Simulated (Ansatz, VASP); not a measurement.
# TiC: VASP beside Ansatz

Wanted: the spread between two codes on one cell, functional and k mesh.

Calculated with Ansatz 0.2.0; plane waves, with VASP 6.6.1 beside it; relaxation of cell and atoms at PBE with D4.

The database entry behind the starting cell differs from later determinations by our own check (0.1 to 0.3 % short, probably kX units), so it need not match the best structure at ambient conditions.

**1. Starting point**

The structure is cubic, space group Fm-3m (No. 225). The conventional cell has a = 4.319 Å, b = 4.319 Å, c = 4.319 Å, α = 90.00°, β = 90.00°, γ = 90.00°. Nearest to Ti lie 6 C at 2.16 Å. C has 6 Ti at 2.16 Å nearest. Farther neighbours are not listed.

Structure file:

```xyz
2
Lattice="0.0000 2.1593 2.1593 2.1593 0.0000 2.1593 2.1593 2.1593 0.0000" Properties=species:S:1:pos:R:3 pbc="T T T"
Ti    0.0000    0.0000    0.0000
C     2.1593    2.1593    2.1593
```

**2. VASP: relaxation of cell and atoms, PBE with D4**

The relaxed volume is the usual yardstick between codes: its relative difference is about their pressure difference at one cell divided by the bulk modulus.

Lines of VASP's logs that name or quote its potential files are left out, and so is its time.

The input, INCAR:

```
SYSTEM = TiC
PREC = Accurate
ENCUT = 560
EDIFF = 1E-06
NELM = 100
ISMEAR = -1
SIGMA = 0.05
LREAL = .FALSE.
ALGO = Normal
GGA = PE
IVDW = 13
NBANDS = 14
LORBIT = 11
LWAVE = .FALSE.
LCHARG = .FALSE.
KPAR = 2
IBRION = 2
NSW = 60
ISIF = 3
EDIFFG = -0.01
```

The input, POSCAR:

```
TiC
1.0
    0.0000000000      2.1593000000      2.1593000000
    2.1593000000      0.0000000000      2.1593000000
    2.1593000000      2.1593000000      0.0000000000
Ti C
1 1
Direct
    0.0000000000      0.0000000000      0.0000000000
    0.5000000000      0.5000000000      0.5000000000
```

The input, KPOINTS:

```
Automatic mesh
0
Gamma
8 8 8
0 0 0
```

Potentials, in the order of the species: Ti_sv and C (PBE family, release 64).

The run is started by

```sh
> mpirun -np 2 vasp_std
```

Numbers of over 12 decimals in the logs are rounded to 6 here.

Log:

```text
[banner, memory and clock lines left out]
running    2 mpi-ranks, on    1 nodes
 distrk:  each k-point on    1 cores,    2 groups
 distr:  one band on    1 cores,    1 groups

 POSCAR found type information on POSCAR TiC
 POSCAR found :  2 types and       2 ions
 LDA part: xc-table for (Slater+PW92), standard interpolation
 POSCAR, INCAR and KPOINTS ok, starting setup
 FFT: planning ... GRIDC
 FFT: planning ... GRID_SOFT
 FFT: planning ... GRID
 WAVECAR not read
 entering main loop
       N       E                     dE             d eps       ncg     rms          rms(c)
DAV:   1     0.125727060166E+03    0.12573E+03   -0.85394E+03   812   0.146E+03
DAV:   2    -0.157316974758E+02   -0.14146E+03   -0.13317E+03   884   0.367E+02
DAV:   3    -0.238927158292E+02   -0.81610E+01   -0.80036E+01  1030   0.859E+01
DAV:   4    -0.242867725842E+02   -0.39406E+00   -0.39380E+00  1016   0.167E+01
DAV:   5    -0.242948325247E+02   -0.80599E-02   -0.80573E-02  1058   0.229E+00    0.184E+01
DAV:   6    -0.193554682580E+02    0.49394E+01   -0.13414E+01  1124   0.604E+01    0.703E+00
DAV:   7    -0.187459876567E+02    0.60948E+00   -0.23223E+00   992   0.229E+01    0.510E+00
DAV:   8    -0.187185796050E+02    0.27408E-01   -0.11000E-01   908   0.384E+00    0.351E+00
DAV:   9    -0.187086782624E+02    0.99013E-02   -0.11880E-01  1028   0.476E+00    0.716E-01
DAV:  10    -0.187079455624E+02    0.73270E-03   -0.12686E-02  1020   0.140E+00    0.681E-01
DAV:  11    -0.187056802095E+02    0.22654E-02   -0.36701E-03   896   0.938E-01    0.260E-01
DAV:  12    -0.187054957718E+02    0.18444E-03   -0.47726E-04  1016   0.289E-01    0.458E-02
DAV:  13    -0.187054925425E+02    0.32293E-05   -0.67739E-05   952   0.763E-02    0.131E-02
DAV:  14    -0.187054909627E+02    0.15799E-05   -0.30293E-06   986   0.282E-02    0.392E-03
DAV:  15    -0.187054909768E+02   -0.14161E-07   -0.30947E-07   502   0.751E-03
   1 F= -.19263991E+02 E0= -.19262668E+02  d E =-.192640E+02
 curvature:   0.00 expect dE= 0.000E+00 dE for cont linesearch  0.000E+00
 trial: gam= 0.00000 g(F)=  0.366E-63 g(S)=  0.524E-02 ort = 0.000E+00 (trialstep = 0.100E+01)
 search vector abs. value=  0.524E-02
 bond charge predicted
       N       E                     dE             d eps       ncg     rms          rms(c)
DAV:   1    -0.187580816977E+02   -0.52591E-01   -0.13258E+00   968   0.171E+01    0.254E+00
DAV:   2    -0.187041904230E+02    0.53891E-01   -0.18585E-01   934   0.766E+00    0.801E-01
DAV:   3    -0.186912297145E+02    0.12961E-01   -0.27147E-02  1118   0.219E+00    0.325E-01
DAV:   4    -0.186910292099E+02    0.20050E-03   -0.14690E-02  1076   0.120E+00    0.173E-01
DAV:   5    -0.186920111393E+02   -0.98193E-03   -0.11308E-03   902   0.352E-01    0.549E-02
DAV:   6    -0.186924302279E+02   -0.41909E-03   -0.75200E-04  1196   0.120E-01    0.432E-02
DAV:   7    -0.186925141272E+02   -0.83899E-04   -0.51602E-05   902   0.738E-02    0.239E-02
DAV:   8    -0.186925297826E+02   -0.15655E-04   -0.78328E-05  1118   0.707E-02    0.102E-02
DAV:   9    -0.186925298978E+02   -0.11519E-06   -0.61319E-06   808   0.196E-02
   2 F= -.19263192E+02 E0= -.19261868E+02  d E =0.799482E-03
 trial-energy change:    0.000799  1 .order    0.000830   -0.005236    0.006897
 step:   0.4353(harm=  0.4316)  dis= 0.00000  next Energy=   -19.265134 (dE=-0.114E-02)
 bond charge predicted
       N       E                     dE             d eps       ncg     rms          rms(c)
DAV:   1    -0.187227719736E+02   -0.30242E-01   -0.42746E-01   944   0.982E+00    0.147E+00
DAV:   2    -0.187060591259E+02    0.16713E-01   -0.68425E-02   964   0.456E+00    0.491E-01
DAV:   3    -0.187008976967E+02    0.51614E-02   -0.97825E-03  1116   0.138E+00    0.180E-01
DAV:   4    -0.187009056065E+02   -0.79097E-05   -0.46434E-03  1088   0.648E-01    0.944E-02
DAV:   5    -0.187012160364E+02   -0.31043E-03   -0.33430E-04   970   0.167E-01    0.416E-02
DAV:   6    -0.187013735973E+02   -0.15756E-03   -0.29580E-04  1210   0.787E-02    0.279E-02
DAV:   7    -0.187013969938E+02   -0.23396E-04   -0.21754E-05   934   0.429E-02    0.143E-02
DAV:   8    -0.187013981938E+02   -0.12000E-05   -0.15080E-05  1046   0.314E-02    0.449E-03
DAV:   9    -0.187013984247E+02   -0.23088E-06   -0.85471E-07   644   0.824E-03
   3 F= -.19265146E+02 E0= -.19263822E+02  d E =-.115486E-02
 curvature:  -0.22 expect dE=-0.155E-07 dE for cont linesearch -0.155E-07
 trial: gam= 0.00000 g(F)=  0.293E-59 g(S)=  0.719E-07 ort =-0.194E-04 (trialstep = 0.887E+00)
 search vector abs. value=  0.720E-07
 reached required accuracy - stopping structural energy minimisation
```

OUTCAR, selected parts (step 2):

```text
ion  position               nearest neighbor table
   1  0.000  0.000  0.000-   2 2.16   2 2.16   2 2.16   2 2.16   2 2.16   2 2.16
   2  0.500  0.500  0.500-   1 2.16   1 2.16   1 2.16   1 2.16   1 2.16   1 2.16

  LATTYP: Found a face centered cubic cell.
 ALAT       =     4.3186000000

 Subroutine GETGRP returns: Found 48 space group operations
 (whereof 48 operations were pure point group operations)

The static configuration has the point symmetry O_h .

 Found     29 irreducible k-points:

   k-points           NKPTS =     29   k-points in BZ     NKDIM =     29   number of bands    NBANDS=     14

   dimension x,y,z NGX =    24 NGY =   24 NGZ =   24
   dimension x,y,z NGXF=    48 NGYF=   48 NGZF=   48

   ENCUT  =  560.0 eV  41.16 Ry    6.42 a.u.   5.89  5.89  5.89*2*pi/ulx,y,z

   NELECT =      16.0000    total number of electrons

 k-points in reciprocal lattice and weights: Automatic mesh
   0.00000000  0.00000000  0.00000000       0.002
   0.12500000  0.00000000  0.00000000       0.016
   0.25000000  0.00000000  0.00000000       0.016
   0.37500000  0.00000000  0.00000000       0.016
   0.50000000  0.00000000  0.00000000       0.008
   0.12500000  0.12500000  0.00000000       0.012
   0.25000000  0.12500000  0.00000000       0.047
   0.37500000  0.12500000  0.00000000       0.047
   0.50000000  0.12500000  0.00000000       0.047
[...]
-0.37500000  0.50000000  0.12500000       0.023
  -0.25000000  0.50000000  0.25000000       0.012

 average (electrostatic) potential at core
       1 -70.9106       2 -44.1901

 E-fermi :   9.5759

 k-point     1 :       0.0000    0.0000    0.0000
  band No.  band energies     occupation
      1     -46.9231      2.00000
      2     -22.9375      2.00000
      3     -22.9375      2.00000
      4     -22.9375      2.00000
      5      -2.8587      2.00000
      6      10.3145      0.00000
      7      10.3145      0.00000
      8      10.3145      0.00000
      9      11.3213      0.00000
     10      11.3213      0.00000
    ...

 k-point     2 :       0.1250    0.0000    0.0000
  band No.  band energies     occupation
    ...
      4     -22.9450      2.00000
      5      -2.5026      2.00000
      6       8.9764      1.99999
      7       9.3269      1.98634
      8       9.3269      1.98634
      9      10.7421      0.00000
     10      10.7421      0.00000
     11      11.9052      0.00000
     12      13.4548      0.00000
     13      13.4548      0.00000
    ...

 k-point     3 :       0.2500    0.0000    0.0000
  band No.  band energies     occupation
    ...
      4     -22.9629      2.00000
      5      -1.5227      2.00000
      6       6.8523      2.00000
      7       7.8926      2.00000
      8       7.8926      2.00000
      9      11.4139      0.00000
     10      11.4139      0.00000
     11      12.5035      0.00000
     12      15.5721      0.00000
     13      15.5721      0.00000
    ...

  DFT-D4 for vdW energy calculation

  Edisp (eV):   -0.56375

  Total       0.00100     0.00100     0.00100     0.00000    -0.00000    -0.00000
  in kB       0.08001     0.08001     0.08001     0.00000    -0.00000    -0.00000
  external pressure =        0.08 kB  Pullay stress =        0.00 kB

  energy-cutoff  :      560.00
  volume of cell :       19.97
      direct lattice vectors                 reciprocal lattice vectors
    -0.000000000  2.153201124  2.153201124    -0.232212400  0.232212400  0.232212400
     2.153201124  0.000000000  2.153201124     0.232212400 -0.232212400  0.232212400
     2.153201124  2.153201124  0.000000000     0.232212400  0.232212400 -0.232212400

 POSITION                                       TOTAL-FORCE (eV/Angst)
 -----------------------------------------------------------------------------------
      0.00000      0.00000      0.00000        -0.000000     -0.000000     -0.000000
      2.15320      2.15320      2.15320         0.000000      0.000000      0.000000
 -----------------------------------------------------------------------------------
    total drift:                                0.000000     -0.000000     -0.000000

  FREE ENERGIE OF THE ION-ELECTRON SYSTEM (eV)
  ---------------------------------------------------
  free  energy   TOTEN  =       -19.2651463240 eV

  energy  without entropy=      -19.2624967458  energy(sigma->0) =      -19.26382153

 reached required accuracy - stopping structural energy minimisation

 total charge
# of ion       s       p       d       tot
------------------------------------------
    1        2.202   6.256   1.972  10.430
    2        0.897   1.516   0.000   2.413
--------------------------------------------------
tot          3.099   7.772   1.972  12.843

[... 3 further parts left out ...]
```

CONTCAR:

```
TiC
   1.00000000000000
    -0.0000000000000000    2.1532011242154407    2.1532011242154407
     2.1532011242154407    0.0000000000000000    2.1532011242154407
     2.1532011242154407    2.1532011242154407    0.0000000000000000
  Ti              C
     1     1
Direct
     0.0000000000000000    0.0000000000000000    0.0000000000000000
     0.5000000000000000    0.5000000000000000    0.5000000000000000
```

Dispersion corrections of this kind ignore metallic screening and tend to overbind metals.

**3. Ansatz: relaxation of cell and atoms, PBE with D4**

Ansatz runs on its default PAW (the set named soft_2) files.

The same cell, functional, mesh and smearing now go to Ansatz, which takes its cutoff from its data sets.

The input, input.yaml:

```yaml
crystal:
  lattice:
    - [0.0, 2.1593, 2.1593]
    - [2.1593, 0.0, 2.1593]
    - [2.1593, 2.1593, 0.0]
  atoms:
    - { symbol: Ti, position: [0.0, 0.0, 0.0] }
    - { symbol: C, position: [0.5, 0.5, 0.5] }
hamiltonian:
  xc: pbe
  pseudopotentials: { kind: paw }
  dispersion: d4
kpoints:
  mp_grid: { grid: [8, 8, 8] }
scf:
  occupations: { method: fermi_dirac, width: 0.05 }
relax:
  f_tol: 0.01
  max_steps: 60
  cell: { stress_tol: 0.05 }
output:
  forces: true
  stress: true
```

The run is started by

```sh
> ansatz run input.yaml --threads 4 --pin off --max-ram 9216MiB --backend cpu --events-out ev --progress --plain --runs-dir out
```

Log:

```text
Engine: ansatz 0.2.0, aarch64-unknown-linux-gnu
Pseudopotentials: kind: paw
Pseudopotential: Ti, paw, valence charge 12, recommended cutoff 420 eV (normal), Ti.paw.azcp
Pseudopotential: C, paw, valence charge 4, recommended cutoff 420 eV (normal), C.paw.azcp
Functional definition: PBE
  parameter kappa = 0.804
  parameter beta = 0.066725
  exchange = pbe_x(kappa = kappa, mu = beta*pi^2/3)
  correlation = pbe_c(beta = beta)
Crystal: 2 atoms, lattice volume = 20.136 Å³
Basis set: ecut = 420 eV, 411 PW (Γ), exchange–correlation on 48×48×48 points (8 copies of the dense FFT grid, shifted against one another)
Bands: 12, of which v1, the nominal top of the filled ones, is band 8 counted from 1 (7 counted from 0)
Symmetry: 48 space group operations
Space group: Fm-3m (ITA 225), of the structure as read, at distance tolerance 2.7e-5 Å
k-points: 29 of 512
Non-local potential: Ti, projectors of the file, l = 0: 3, l = 1: 2, l = 2: 3, l = 3: 1
Non-local potential: C, projectors of the file, l = 0: 2, l = 1: 2, l = 2: 1
PAW form: soft (Blöchl's): semilocal exchange-correlation on the pseudo side does not see the compensation charge
PAW one-centre angular grid: Ti, 590 points (default); XC on 64 Gauss nodes
PAW one-centre angular grid: C, 110 points (default); XC on 64 Gauss nodes
Initial density: superposition of atomic densities (neutral atoms: chi_scale 0, normalization atom), corrected by the library's trained network
Initial wavefunctions: pseudopotential atomic-orbital guess
Functional: x = pbe(κ = 0.804, μ = 0.219515), c = pbe(β = 0.066725)
SCF iter   1: F=—  HF=-2752.827094 eV  |F-HF|=—  |Δ(HF+E_count)|=         —  Δρ=3.75e-3  dr2=1.76e-3  ethr=1.77e-3  ⟨swp⟩=4.4  Hψ=1730  notcnv=0
preconditioner: auto → none  [insulator: Δε(μ)=0.222 eV  Ē_g=7.923 eV  σ=0.050 eV  W_gap=0.60  n_scr=8 (ndim 8)  ℏωp=23.4 eV  f_vac=0.000  D(μ)=0.35/eV (n_scr^D=0)  ε∞_Penn≈9.7]
SCF iter   2: F=—  HF=-2752.826595 eV  |F-HF|=—  |Δ(HF+E_count)|=   4.99e-4  Δρ=1.73e-3  dr2=3.12e-4  ethr=1.10e-5  ⟨swp⟩=1.0  Hψ=580  notcnv=0
SCF iter   3: F=—  HF=-2752.826605 eV  |F-HF|=—  |Δ(HF+E_count)|=   1.03e-5  Δρ=1.45e-4  dr2=1.85e-6  ethr=1.95e-6  ⟨swp⟩=1.9  Hψ=388  notcnv=0
SCF iter   4: F=—  HF=-2752.826605 eV  |F-HF|=—  |Δ(HF+E_count)|=   3.99e-7  Δρ=2.15e-5  dr2=3.72e-8  ethr=1.16e-8  ⟨swp⟩=2.2  Hψ=546  notcnv=0
iter 5 did not close the SCF: its close was put off for the readings that it lacked (scf_convergence_deferred on its scf_iter line)
SCF iter   5: F=-2752.826605 eV  HF=-2752.826605 eV  |F-HF|=6.62e-10  |Δ(HF+E_count)|=   1.80e-8  Δρ=2.90e-6  dr2=3.75e-10  ethr=2.32e-10  ⟨swp⟩=3.0  Hψ=594  notcnv=0
SCF iter   6: F=-2752.826605 eV  HF=-2752.826605 eV  |F-HF|=1.18e-11  |Δ(HF+E_count)|=  7.26e-10  Δρ=3.59e-7  dr2=1.93e-11  ethr=2.34e-12  ⟨swp⟩=1.1  Hψ=936  notcnv=0
SCF 1 converged in 6 iterations: F = -2752.826605 eV  dr2 = 1.93e-11
  greatest PAW one-centre occupation: 0.999 electrons in one spin orbital (limit 2), on the Ti atom at site 0 (counted from 0), in its partial waves of l = 0
relax step   1: F+E_penalty+E_count = -2752.82660531 eV  Δ(F+E_penalty+E_count) = +0.000e0 eV  max|allowed force component| = 1.420e-29 eV/Å  Δτ_max = 0.0000 Å  P = -2.334 GPa  Ω = 20.136 Å³  (6 SCF iters, dr2 threshold 1.00e-7 eV, accepted)
[...]
relax step   2: F+E_penalty+E_count = -2752.82819770 eV  Δ(F+E_penalty+E_count) = -1.592e-3 eV  max|allowed force component| = 1.545e-30 eV/Å  Δτ_max = 0.0000 Å  P = -0.305 GPa  Ω = 19.977 Å³  energy of the carried Pulay correction = +2.743e-4 eV  (6 SCF iters, dr2 threshold 2.00e-7 eV, accepted)
[...]
relax step   3: F+E_penalty+E_count = -2752.82826110 eV  Δ(F+E_penalty+E_count) = -6.340e-5 eV  max|allowed force component| = 1.150e-30 eV/Å  Δτ_max = 0.0000 Å  P = +0.004 GPa  Ω = 19.953 Å³  energy of the carried Pulay correction = +3.154e-4 eV  (6 SCF iters, dr2 threshold 2.00e-7 eV, accepted)
[...]
relax step   4: F+E_penalty+E_count = -2752.82797570 eV  Δ(F+E_penalty+E_count) = +2.854e-4 eV  max|allowed force component| = 8.217e-31 eV/Å  Δτ_max = 0.0000 Å  P = -0.011 GPa  Ω = 19.953 Å³  stress off target by 1.08e-2 GPa  SCF on the basis re-selected at this cell (its energy is not comparable with the rows above)  (8 SCF iters)
basis re-selected at this cell: Δ(F+E_penalty+E_count) = +2.854e-4 eV, ΔP = -0.015 GPa vs the last step (what re-selecting the basis moved, of the pressure what is left beyond the Pulay correction that the steps carried, after the strain that the cell walked since its last selection, with what the two solves' SCF thresholds leave and, on support functions, any second-order correction that the steps lacked; it is no m [...]
SCF converged after 8 iterations
Free energy (F): -2752.827976 eV
Harris-Foulkes:  -2752.827976 eV  (|F-HF|=0.00e0)
Internal energy: -2752.825339 eV  (E = F + TS)
E sigma→0 (E₀):  -2752.826657 eV
Entropy (-TS):   -0.002637 eV (-1.318 meV/atom)
Fermi energy:    14.963039 eV
--- Per-component energies (eV) ---
  E_band       = -105.847599
  E_kinetic    = 363.490920
  E_local      = -764.589816  (includes V_loc(G=0)·N_el)
  E_nonlocal   = 32.038412
  E_hartree    = 311.587925
  E_xc         = -147.755153
  E_vxc        = -184.551641  (∫ρ·V_xc dr)
  E_paw        = -1145.370935  (= ΣΔE_a)
  E_vpaw       = -175.411476  (= ΣTr[D̂ρ^β])
  E_aug_tail   = 0.000152  (compensation charges beyond the density's cutoff)
  E_ewald      = -1401.664097
  E_disp       = -0.562747  (pairwise vdW)
  E_smearing   = -0.002637  (= −TS)
  E_closure    = -0.000000  (closes the sum)
  Σ components = -2752.827976   (vs F -2752.827976, Δ=0.00e0)
--- Forces (eV/Å), atoms counted from 1 ---
  atom   1  Ti    -0.00000000    -0.00000000    -0.00000000
  atom   2  C      0.00000000     0.00000000    -0.00000000
  max |Σ_I F_I| component: 1.05e-30 eV/Å
--- Stress (GPa, compression-positive) ---
       -0.010833      -0.000000      -0.000000
       -0.000000      -0.010833      -0.000000
       -0.000000      -0.000000      -0.010833
  P = ⅓ Tr σ = -0.0108 GPa (-0.108 kbar)
--- Relaxed structure (3 steps of the walk, 3 accepted, 1 SCFs on fresh bases) ---
  F+E_penalty+E_count = -2752.82797570 eV   max|allowed force component| = 8.217e-31 eV/Å   (the final SCF, on the basis selected at the relaxed cell)
  cell:  # Å, volume = 19.9528 Å³
    - [0, 2.152740, 2.152740]
    - [2.152740, 0, 2.152740]
    - [2.152740, 2.152740, 0]
  atoms:
    - { symbol: Ti, position: [0, 0, 0] }
    - { symbol: C, position: [0.5, 0.5, 0.5] }
```

Elapsed: 1.4 s, on 4 threads of Arm Neoverse V2, shared host; peak memory 0.28 GiB.

**4. Side by side**

Known differences besides the potentials themselves: both relaxations stop at a tolerance, which leaves soft axes loose, and VASP keeps its plane-wave basis; the cutoff is 420 eV in Ansatz and 560 eV in VASP; VASP leaves aspherical gradient terms in its spheres out (LASPH is not set), Ansatz keeps them; Ansatz adds a Pulay correction to the stress that steers its cell, VASP none. Total energies have different zeros and are not compared.

The two programs side by side:

| quantity | Ansatz | VASP | difference |
| --- | --- | --- | --- |
| volume (Å³) | 19.95 | 19.97 | -0.06 % |
| edge a after relaxation, in the typed setting (Å) | 3.044 | 3.045 | -0.02 % |

The walks stopped with -0.01 GPa left in Ansatz and 0.01 GPa in VASP; each walk ends within a tolerance, so the volume difference is uncertain by about these residues over the bulk modulus, most in soft cells.

**5. Outcome**

```json
{"difference in volume (relaxation of cell and atoms, PBE with D4)": "-0.064 %"}
```

In words: The difference in volume is -0.064 % (relaxation of cell and atoms, PBE with D4), within the 1.2 % picked in this series as the mark of a large difference, as far as the stopping tolerances let one tell. Such differences can come from data sets, numerical settings and the points named under the comparisons, not from the functional's error against experiment.

[Lines on the potential files, build, host, timing and source positions are cut from VASP's logs without a mark.]

[Logs are printed without paths, hosts, clocks, repeated set-up lines and the standing remarks that a program may print on its own settings, such as how far it seeks lower states.]

[Hosts, paths, dates, database ids (printed as entryN), source tags and the programs' standing remarks are cut or masked in the printed files.]
